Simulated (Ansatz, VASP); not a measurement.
## Cross-check of BiB between VASP and Ansatz

Wanted: the spread between two codes on one cell, functional and k mesh. The cell is generated by rule, not measured, and may not be a known phase. The cell is taken from a series of VASP runs on this material, whose earlier steps may have relaxed, scaled or displaced it; both programs get it as it stands.

Method: plane waves, with VASP 6.6.1 beside it; band structure at PBE, spin-orbit coupling, in Ansatz 0.2.0.

The structure was built from a prototype and need not be the compound's stable phase.

## Step 1: The structure

It takes space group Fm-3m (No. 225, cubic). The conventional cell has a = 5.200 Å, b = 5.200 Å, c = 5.200 Å, α = 90.00°, β = 90.00°, γ = 90.00°. Nearest to B lie 6 Bi at 2.60 Å. Nearest to Bi lie 6 B at 2.60 Å. Farther neighbours are not listed.

Structure file:

```
B Bi
1.0
     0.00000    2.60000    2.60000
     2.60000    0.00000    2.60000
     2.60000    2.60000    0.00000
B Bi
1 1
Direct
  0.00000 0.00000 0.00000
  0.50000 0.50000 0.50000
```

## Step 2: VASP: band structure, PBE, spin-orbit coupling

With cell and atoms fixed, the geometry can't cause a difference; cores, projectors, grids and the points listed under the comparison can.

Lines of VASP's logs that name or quote its potential files are left out, and so is its time.

INCAR

```
SYSTEM = BiB
PREC = Accurate
ENCUT = 420
EDIFF = 1E-06
NELM = 100
ISMEAR = 0
SIGMA = 0.02
LREAL = .FALSE.
ALGO = Normal
GGA = PE
LNONCOLLINEAR = .TRUE.
MAGMOM = 0 0 0 0 0 0
NBANDS = 30
GGA_COMPAT = .FALSE.
LASPH = .TRUE.
LSORBIT = .TRUE.
LORBIT = 11
LWAVE = .FALSE.
LCHARG = .FALSE.
KPAR = 4
ISIF = 2
```

POSCAR

```
BiB
1.0
    0.0000000000      2.6000000000      2.6000000000
    2.6000000000      0.0000000000      2.6000000000
    2.6000000000      2.6000000000      0.0000000000
B Bi
1 1
Direct
    0.0000000000      0.0000000000      0.0000000000
    0.5000000000      0.5000000000      0.5000000000
```

KPOINTS

```
Automatic mesh
0
Gamma
10 10 10
0 0 0
```

KPOINTS_OPT

```
Line mode
16
Line-mode
Reciprocal
  0.00000000   0.00000000   0.00000000 GAMMA
  0.50000000   0.00000000   0.50000000 X

  0.50000000   0.00000000   0.50000000 X
  0.50000000   0.25000000   0.75000000 W

  0.50000000   0.25000000   0.75000000 W
  0.37500000   0.37500000   0.75000000 K

  0.37500000   0.37500000   0.75000000 K
  0.00000000   0.00000000   0.00000000 GAMMA

  0.00000000   0.00000000   0.00000000 GAMMA
  0.50000000   0.50000000   0.50000000 L

  0.50000000   0.50000000   0.50000000 L
  0.62500000   0.25000000   0.62500000 U

  0.62500000   0.25000000   0.62500000 U
  0.50000000   0.25000000   0.75000000 W

  0.50000000   0.25000000   0.75000000 W
  0.50000000   0.50000000   0.50000000 L

  0.50000000   0.50000000   0.50000000 L
  0.37500000   0.37500000   0.75000000 K

  0.62500000   0.25000000   0.62500000 U
  0.50000000   0.00000000   0.50000000 X
```

PAW data sets: B and Bi_d (PBE family, release 64).

On the command line:

```
> mpirun -np 4 vasp_ncl
```

Numbers of over 12 decimals in the logs are rounded to 6 here.

Output:

```text
[banner, memory and clock lines left out]
running    4 mpi-ranks, on    1 nodes
 distrk:  each k-point on    1 cores,    4 groups
 distr:  one band on    1 cores,    1 groups

 POSCAR found type information on POSCAR B Bi
 POSCAR found :  2 types and       2 ions
 LDA part: xc-table for (Slater+PW92), standard interpolation
 POSCAR, INCAR and KPOINTS ok, starting setup
 FFT: planning ... GRIDC
 FFT: planning ... GRID_SOFT
 FFT: planning ... GRID
 WAVECAR not read
 entering main loop
       N       E                     dE             d eps       ncg     rms          rms(c)
DAV:   1     0.170483284376E+03    0.17048E+03   -0.80321E+03  2828   0.129E+03
DAV:   2     0.761264535377E+01   -0.16287E+03   -0.15656E+03  2832   0.382E+02
DAV:   3    -0.857933434858E+01   -0.16192E+02   -0.15838E+02  3464   0.126E+02
DAV:   4    -0.915092644911E+01   -0.57159E+00   -0.56914E+00  3370   0.244E+01
DAV:   5    -0.917564352049E+01   -0.24717E-01   -0.24714E-01  4048   0.487E+00    0.262E+00
DAV:   6    -0.884520812963E+01    0.33044E+00   -0.51659E-01  3788   0.659E+00    0.884E-01
DAV:   7    -0.884161870295E+01    0.35894E-02   -0.11389E-01  3426   0.179E+00    0.500E-01
DAV:   8    -0.884150975743E+01    0.10895E-03   -0.60334E-03  3770   0.103E+00    0.346E-01
DAV:   9    -0.884179397201E+01   -0.28421E-03   -0.62459E-04  3680   0.258E-01    0.765E-02
DAV:  10    -0.884157742902E+01    0.21654E-03   -0.45723E-04  3800   0.313E-01    0.221E-02
DAV:  11    -0.884157928821E+01   -0.18592E-05   -0.54805E-05  3266   0.613E-02    0.983E-03
DAV:  12    -0.884157850167E+01    0.78654E-06   -0.38581E-06  2942   0.164E-02
   1 F= -.88415785E+01 E0= -.88413007E+01  d E =-.555584E-03  mag=     0.0000     0.0000    -0.0000
 Start KPOINTS_OPT (optional k-point list driver)
k-point batch [1-47\160]
       N       E                     dE             ncg
DAV:   1     0.292035137822E+04   -0.20810E+05     2834
DAV:   2    -0.482284940635E+04   -0.77432E+04     2820
DAV:   3    -0.557168033079E+04   -0.74883E+03     3594
DAV:   4    -0.559653873681E+04   -0.24858E+02     3406
DAV:   5    -0.559747351114E+04   -0.93477E+00     4016
DAV:   6    -0.559749222508E+04   -0.18714E-01     3798
DAV:   7    -0.559749252912E+04   -0.30404E-03     4002
DAV:   8    -0.559749253447E+04   -0.53517E-05     3240
DAV:   9    -0.559749253470E+04   -0.22912E-06     2134
[...]
k-point batch [142-160\160]
       N       E                     dE             ncg
DAV:   1     0.168180120071E+05   -0.10778E+05     1146
DAV:   2     0.137069723848E+05   -0.31110E+04     1156
DAV:   3     0.134176854012E+05   -0.28929E+03     1404
DAV:   4     0.134080046939E+05   -0.96807E+01     1454
DAV:   5     0.134076598288E+05   -0.34487E+00     1646
DAV:   6     0.134076554196E+05   -0.44092E-02     1566
DAV:   7     0.134076553081E+05   -0.11144E-03     1664
DAV:   8     0.134076553065E+05   -0.16800E-05     1352
DAV:   9     0.134076553064E+05   -0.83684E-07      890
```

Parts of OUTCAR (step 2):

```text
ion  position               nearest neighbor table
   1  0.000  0.000  0.000-   2 2.60   2 2.60   2 2.60   2 2.60   2 2.60   2 2.60
   2  0.500  0.500  0.500-   1 2.60   1 2.60   1 2.60   1 2.60   1 2.60   1 2.60

  LATTYP: Found a face centered cubic cell.
 ALAT       =     5.2000000000

 Subroutine GETGRP returns: Found 48 space group operations
 (whereof 48 operations were pure point group operations)

The static configuration has the point symmetry O_h .

 Found     47 irreducible k-points:

   k-points           NKPTS =     47   k-points in BZ     NKDIM =     47   number of bands    NBANDS=     30

   dimension x,y,z NGX =    28 NGY =   28 NGZ =   28
   dimension x,y,z NGXF=    56 NGYF=   56 NGZF=   56

   ENCUT  =  420.0 eV  30.87 Ry    5.56 a.u.   6.14  6.14  6.14*2*pi/ulx,y,z

   NELECT =      18.0000    total number of electrons

 k-points in reciprocal lattice and weights: Automatic mesh
   0.00000000  0.00000000  0.00000000       0.001
   0.10000000  0.00000000  0.00000000       0.008
   0.20000000  0.00000000  0.00000000       0.008
   0.30000000  0.00000000  0.00000000       0.008
   0.40000000  0.00000000  0.00000000       0.008
   0.50000000  0.00000000  0.00000000       0.004
   0.10000000  0.10000000  0.00000000       0.006
   0.20000000  0.10000000  0.00000000       0.024
   0.30000000  0.10000000  0.00000000       0.024
[...]
-0.30000000  0.40000000  0.20000000       0.024
  -0.30000000  0.50000000  0.20000000       0.012

 average (electrostatic) potential at core
       1 -24.8670       2-102.1376

 E-fermi :   8.5932

 k-point     1 :       0.0000    0.0000    0.0000
  band No.  band energies     occupation
    ...
     10     -12.8720      1.00000
     11      -5.7661      1.00000
     12      -5.7661      1.00000
     13       7.7098      1.00000
     14       7.7098      1.00000
     15       8.7607      0.00000
     16       8.7607      0.00000
     17       8.7607      0.00000
     18       8.7607      0.00000
     19       9.0513      0.00000
    ...

 k-point     2 :       0.1000    0.0000    0.0000
  band No.  band energies     occupation
    ...
     12      -5.6056      1.00000
     13       6.7328      1.00000
     14       6.7328      1.00000
     15       8.1895      1.00000
     16       8.1895      1.00000
     17       8.7910      0.00000
     18       8.7910      0.00000
     19      10.2090      0.00000
     20      10.2090      0.00000
     21      13.4155      0.00000
    ...

 k-point     3 :       0.2000    0.0000    0.0000
  band No.  band energies     occupation
    ...
     12      -5.1282      1.00000
     13       4.7530      1.00000
     14       4.7530      1.00000
     15       8.2699      1.00000
     16       8.2699      1.00000
     17       8.8971      0.00000
     18       8.8971      0.00000
     19      10.9916      0.00000
     20      10.9916      0.00000
     21      12.4791      0.00000
    ...

  Total        1.0305499      1.0305499      1.0305499      0.0000000      0.0000000     -0.0000000
  in kB       46.9709730     46.9709730     46.9709730      0.0000000      0.0000000     -0.0000000
  external PRESSURE =      46.9709730 kB  Pullay stress =       0.0000000 kB

  energy-cutoff  :      420.00
  volume of cell :       35.15
      direct lattice vectors                 reciprocal lattice vectors
     0.000000000  2.600000000  2.600000000    -0.192307692  0.192307692  0.192307692
     2.600000000  0.000000000  2.600000000     0.192307692 -0.192307692  0.192307692
     2.600000000  2.600000000  0.000000000     0.192307692  0.192307692 -0.192307692

 POSITION                                       TOTAL-FORCE (eV/Angst)
 -----------------------------------------------------------------------------------
      0.00000      0.00000      0.00000        -0.000000      0.000000     -0.000000
      2.60000      2.60000      2.60000         0.000000     -0.000000      0.000000
 -----------------------------------------------------------------------------------
    total drift:                                0.000000      0.000000      0.000000

  FREE ENERGIE OF THE ION-ELECTRON SYSTEM (eV)
  ---------------------------------------------------
  free  energy   TOTEN  =        -8.8415785017 eV

  energy  without entropy=       -8.8410229174  energy(sigma->0) =       -8.84130071

 Spin-Orbit-Coupling matrix elements
 Ion:    1  E_soc:     -0.0000944
 Ion:    2  E_soc:     -1.4299953

 total charge
# of ion       s       p       d       tot
------------------------------------------
    1        0.755   0.845   0.000   1.600
    2        1.495   1.364   9.983  12.842
--------------------------------------------------
tot          2.250   2.210   9.983  14.442

 magnetization (x)
# of ion       s       p       d       tot
------------------------------------------
    1       -0.000   0.000   0.000  -0.000
    2        0.000   0.000   0.000   0.000
--------------------------------------------------
tot          0.000   0.000   0.000   0.000

 magnetization (y)
# of ion       s       p       d       tot
------------------------------------------
    1        0.000   0.000   0.000   0.000
    2       -0.000  -0.000   0.000  -0.000
--------------------------------------------------
tot         -0.000  -0.000   0.000  -0.000

 magnetization (z)
# of ion       s       p       d       tot
------------------------------------------
    1        0.000  -0.000   0.000   0.000
    2       -0.000   0.000  -0.000   0.000
--------------------------------------------------
tot         -0.000   0.000  -0.000   0.000

[... 3 further parts left out ...]
```

The run ends at a pressure of 4.70 GPa.

## Step 3: Ansatz: band structure, PBE, spin-orbit coupling

Ansatz runs on its fully relativistic PAW (standard-fr) files.

The same cell, functional, mesh and smearing now go to Ansatz, which takes its cutoff from its data sets.

input.yaml

```yaml
crystal:
  lattice:
    - [0.0, 2.6, 2.6]
    - [2.6, 0.0, 2.6]
    - [2.6, 2.6, 0.0]
  atoms:
    - { symbol: B, position: [0.0, 0.0, 0.0] }
    - { symbol: Bi, position: [0.5, 0.5, 0.5] }
hamiltonian:
  xc: pbe
  pseudopotentials: { kind: paw_fr }
magnetization:
  noncollinear: true
  spin_orbit: true
kpoints:
  mp_grid: { grid: [10, 10, 10] }
  band_path:
    path:
      - [0.0, 0.0, 0.0]
      - [0.16667, 0.0, 0.16667]
      - [0.33333, 0.0, 0.33333]
      - [0.5, 0.0, 0.5]
      - [0.5, 0.08333, 0.58333]
      - [0.5, 0.18333, 0.68333]
      - [0.5, 0.25, 0.75]
      - [0.45, 0.3, 0.75]
      - [0.40833, 0.34167, 0.75]
      - [0.35, 0.35, 0.7]
      - [0.225, 0.225, 0.45]
      - [0.075, 0.075, 0.15]
      - [0.03333, 0.03333, 0.03333]
      - [0.23333, 0.23333, 0.23333]
      - [0.4, 0.4, 0.4]
      - [0.51667, 0.46667, 0.51667]
      - [0.55833, 0.38333, 0.55833]
      - [0.60833, 0.28333, 0.60833]
      - [0.60833, 0.25, 0.64167]
      - [0.55833, 0.25, 0.69167]
      - [0.51667, 0.25, 0.73333]
      - [0.5, 0.3, 0.7]
      - [0.5, 0.38333, 0.61667]
      - [0.5, 0.48333, 0.51667]
      - [0.475, 0.475, 0.55]
      - [0.425, 0.425, 0.65]
      - [0.38333, 0.38333, 0.73333]
      - [0.59167, 0.18333, 0.59167]
      - [0.55, 0.1, 0.55]
      - [0.5, 0.0, 0.5]
    npoints: 1
scf:
  occupations: { method: gaussian, width: 0.02 }
  n_extra_bands: 14
output:
  forces: true
  stress: true
  eigenvalues: true
  write_density: true
  write_potential: true
  elf: true
  volumetric_format: npy
```

On the command line:

```
> ansatz run input.yaml --threads 2 --pin off --max-ram 4608MiB --backend cpu --events-out ev --progress --plain --runs-dir out
```

Output:

```text
scf.n_extra_bands = 14 over 18 filled bands (N_el = 18.0): the run solves 32 bands
Engine: ansatz 0.2.0, aarch64-unknown-linux-gnu
Pseudopotentials: kind: paw_fr
Pseudopotential: B, paw_fr, valence charge 3, recommended cutoff 420 eV (normal), B.paw.azcp#standard-fr
Pseudopotential: Bi, paw_fr, valence charge 15, recommended cutoff 420 eV (normal), Bi.paw.azcp#standard-fr
Functional definition: PBE
  parameter kappa = 0.804
  parameter beta = 0.066725
  exchange = pbe_x(kappa = kappa, mu = beta*pi^2/3)
  correlation = pbe_c(beta = beta)
non-collinear run that drives no moment, with spin-orbit: no starting moment large enough to seed its density (crystal.atoms[].spin), no starting occupations that ask for one, no magnetisation constraint and no magnetic field, so the semilocal B_xc is pinned to zero
Crystal: 2 atoms, lattice volume = 35.152 Å³
Basis set: ecut = 420 eV, 701 PW (Γ), exchange–correlation on 50×50×50 points (8 copies of the dense FFT grid, shifted against one another)
Bands: 32, of which v1, the nominal top of the filled ones, is band 18 counted from 1 (17 counted from 0)
Symmetry: 48 space group operations + 48 with time reversal
Magnetic group: BNS 225.117 (UNI 1619), of the structure as read, at distance tolerance 3.3e-5 Å
k-points: 47 of 1000
Projection manifold: j_resolved (fully-relativistic pseudo-atomic orbitals)
Non-local potential: B, projectors of the file, l = 0: 2, l = 1: 4, l = 2: 2
Non-local potential: Bi, projectors of the file, l = 0: 2, l = 1: 4, l = 2: 4, l = 3: 4
PAW form: soft (Blöchl's): semilocal exchange-correlation on the pseudo side does not see the compensation charge
PAW one-centre angular grid: B, 110 points (default); XC on 64 Gauss nodes
PAW one-centre angular grid: Bi, 590 points (default); XC on 96 Gauss nodes
Initial density: superposition of atomic densities (chi_scale 0.1, normalization cell, long waves kept (reshape's long-wave potential 0.00 eV rms))
Initial wavefunctions: pseudopotential atomic-orbital guess
Functional: x = pbe(κ = 0.804, μ = 0.219515), c = pbe(β = 0.066725)
SCF iter   1: F=—  HF=-12592.082945 eV  |F-HF|=—  |Δ(HF+E_count)|=         —  Δρ=4.17e-2  dr2=1.14e0  dr2_m=0.00e0 (ungated)  ethr=3.10e-3  |M|=0.00e0 ∫|m|=0.00e0 μB  |m|>n=0.0e0 m-floor=0.0e0 τ_xc=0.0e0  β_m=0.30  ⟨swp⟩=6.6  Hψ=3862  notcnv=0  defer=146
preconditioner: auto → Kerker (q_TF=auto, 2.440 Å⁻¹)  [metal: Δε(μ)=0.002 eV  Ē_g=21.984 eV  σ=0.020 eV  W_gap=0.07  n_scr=14 (ndim 8)  ℏωp=26.6 eV  f_vac=0.000  D(μ)=4.17/eV (n_scr^D=58)]
spin=Noncollinear: Kerker preconditioning applied to the charge; magnetization (m_x, m_y, m_z) channels mix plain (no charge-response kernel on spin).
SCF iter   2: F=—  HF=-12591.889348 eV  |F-HF|=—  |Δ(HF+E_count)|=   1.94e-1  Δρ=2.82e-2  dr2=5.10e-1  dr2_m=0.00e0 (ungated)  ethr=3.10e-3  |M|=0.00e0 ∫|m|=0.00e0 μB  |m|>n=0.0e0 m-floor=0.0e0 τ_xc=0.0e0  β_m=0.59  ⟨swp⟩=2.0  Hψ=1088  notcnv=0  defer=308
preconditioner: auto → none  [insulator: Δε(μ)=0.029 eV  Ē_g=22.161 eV  σ=0.020 eV  W_gap=0.64  n_scr=14 (ndim 8)  ℏωp=26.6 eV  f_vac=0.000  D(μ)=2.84/eV (n_scr^D=26)  ε∞_Penn≈2.4]
SCF iter   3: F=—  HF=-12591.750083 eV  |F-HF|=—  |Δ(HF+E_count)|=   1.39e-1  Δρ=3.81e-3  dr2=4.09e-3  dr2_m=0.00e0 (ungated)  ethr=2.84e-3  |M|=0.00e0 ∫|m|=0.00e0 μB  |m|>n=0.0e0 m-floor=0.0e0 τ_xc=0.0e0  β_m=0.77  ⟨swp⟩=2.0  Hψ=851  notcnv=0  defer=318
SCF iter   4: F=—  HF=-12591.750379 eV  |F-HF|=—  |Δ(HF+E_count)|=   2.96e-4  Δρ=9.97e-4  dr2=2.51e-4  dr2_m=0.00e0 (ungated)  ethr=2.27e-5  |M|=0.00e0 ∫|m|=0.00e0 μB  |m|>n=0.0e0 m-floor=0.0e0 τ_xc=0.0e0  β_m=0.63  ⟨swp⟩=2.9  Hψ=1243  notcnv=0  defer=338
SCF iter   5: F=—  HF=-12591.750247 eV  |F-HF|=—  |Δ(HF+E_count)|=   1.31e-4  Δρ=1.92e-4  dr2=8.14e-6  dr2_m=0.00e0 (ungated)  ethr=1.39e-6  |M|=0.00e0 ∫|m|=0.00e0 μB  |m|>n=0.0e0 m-floor=0.0e0 τ_xc=0.0e0  β_m=0.75  ⟨swp⟩=2.1  Hψ=945  notcnv=0  defer=338
SCF iter   6: F=—  HF=-12591.750247 eV  |F-HF|=—  |Δ(HF+E_count)|=   3.75e-7  Δρ=2.54e-5  dr2=1.13e-7  dr2_m=0.00e0 (ungated)  ethr=4.52e-8  |M|=0.00e0 ∫|m|=0.00e0 μB  |m|>n=0.0e0 m-floor=0.0e0 τ_xc=0.0e0  β_m=0.83  ⟨swp⟩=2.5  Hψ=964  notcnv=0  defer=338
SCF iter   7: F=-12591.750247 eV  HF=-12591.750247 eV  |F-HF|=3.04e-10  |Δ(HF+E_count)|=   1.09e-7  Δρ=2.41e-6  dr2=1.50e-9  dr2_m=0.00e0 (ungated)  ethr=5.56e-10  |M|=0.00e0 ∫|m|=0.00e0 μB  |m|>n=0.0e0 m-floor=0.0e0 τ_xc=0.0e0  ⟨swp⟩=15.5  Hψ=5794  notcnv=0
SCF 1 converged in 7 iterations: F = -12591.750247 eV  dr2 = 1.50e-9
  greatest PAW one-centre occupation: 0.987 electrons in one spin orbital (limit 2), on the Bi atom at site 1 (counted from 0), in its partial waves of l = 2
NSCF: frozen V_eff on 30 k-points
SCF converged after 7 iterations
Magnetization: |M| = 0.0000 μB,  M = (+0.0000, +0.0000, +0.0000) μB
Absolute magnetization: 0.0000 μB (∫|m|)
  site 0: m = (+0.0000, +0.0000, +0.0000) μB, |m| = 0.0000 μB  (R = 1.07 Å)
  site 1: m = (+0.0000, +0.0000, +0.0000) μB, |m| = 0.0000 μB  (R = 1.07 Å)
Free energy (F): -12591.750247 eV
Harris-Foulkes:  -12591.750247 eV  (|F-HF|=3.04e-10)
Internal energy: -12591.749770 eV  (E = F + TS)
E sigma→0 (E₀):  -12591.750009 eV
Entropy (-TS):   -0.000477 eV (-0.238 meV/atom)
Fermi energy:    12.608984 eV
--- Per-component energies (eV) ---
  E_band       = -43.556497
  E_kinetic    = 347.014205
  E_local      = -1356.754134  (includes V_loc(G=0)·N_el)
  E_nonlocal   = 575.657862
  E_hartree    = 431.332194
  E_xc         = -182.183801
  E_vxc        = -180.785535  (∫ρ·V_xc dr)
  E_paw        = -10785.562844  (= ΣΔE_a)
  E_vpaw       = -291.351944  (= ΣTr[D̂ρ^β])
  E_aug_tail   = -0.000374  (compensation charges beyond the density's cutoff)
  E_ewald      = -1621.252879
  E_smearing   = -0.000477  (= −TS)
  E_closure    = 0.000000  (closes the sum)
  Σ components = -12591.750247   (vs F -12591.750247, Δ=0.00e0)
--- Forces (eV/Å), atoms counted from 1 ---
  atom   1  B     -0.00000000     0.00000000    -0.00000000
  atom   2  Bi     0.00000000    -0.00000000     0.00000000
  max |Σ_I F_I| component: 1.59e-28 eV/Å
--- Stress (GPa, compression-positive) ---
        4.718666       0.000000       0.000000
       -0.000000       4.718666       0.000000
       -0.000000      -0.000000       4.718666
  P = ⅓ Tr σ = 4.7187 GPa (47.187 kbar)
--- Band table (eV; the first three rows and the last of 47) ---
  k-point 0: bands = [... 14 lower, 12.7823, 12.7823, 12.7823, 12.7823, 13.1038, 13.1038, 17.7107, 17.7107, ... 10 higher]
  k-point 1: bands = [... 14 lower, 12.1584, 12.1584, 12.8129, 12.8129, 14.2403, 14.2403, 17.2824, 17.2824, ... 10 higher]
  k-point 2: bands = [... 14 lower, 12.2160, 12.2160, 12.9193, 12.9193, 15.0162, 15.0162, 16.3905, 16.3905, ... 10 higher]
  k-point 46: bands = [... 14 lower, 7.0620, 7.0620, 8.2080, 8.2080, 13.9425, 13.9425, 17.2133, 17.2133, ... 10 higher]
```

Elapsed: 15 s, on 2 threads of Arm Neoverse N1, shared host; peak memory 0.44 GiB; 28 s of CPU time.

## Step 4: Comparison

Known differences besides the potentials themselves: spin-orbit coupling enters by fully relativistic files in Ansatz and inside the spheres in VASP. Total energies have different zeros and are not compared.

Both answers:

```
                                        quantity  Ansatz  VASP  difference
                                  pressure (GPa)    4.72  4.70       +0.02
pressure without Ansatz's Pulay correction (GPa)    4.63  4.70       -0.06
```

Levels from 3 eV below to 2 eV above the Fermi level differ by 37 meV r.m.s. and 117 meV at most; each VASP level is matched to the nearest of Ansatz, which flatters the figure a little. Ansatz's pressure holds a Pulay correction of 0.08 GPa; VASP's holds none.

## Step 5: Results

| Property | Result |
| --- | --- |
| r.m.s. difference of levels near the Fermi level (band structure, PBE, spin-orbit coupling) | 37 meV |

What this shows: The r.m.s. difference of levels near the Fermi level is 37 meV (band structure, PBE, spin-orbit coupling), within the 80 meV picked in this series as the mark of a large difference. 1 further run of this series is not shown here. Such differences can come from data sets, numerical settings and the points named under the comparisons, not from the functional's error against experiment.

[Lines on the potential files, build, host, timing and source positions are cut from VASP's logs without a mark.]

[Logs are printed without paths, hosts, clocks, repeated set-up lines and the standing remarks that a program may print on its own settings, such as how far it seeks lower states.]

[Hosts, paths, dates, database ids (printed as entryN), source tags and the programs' standing remarks are cut or masked in the printed files.]
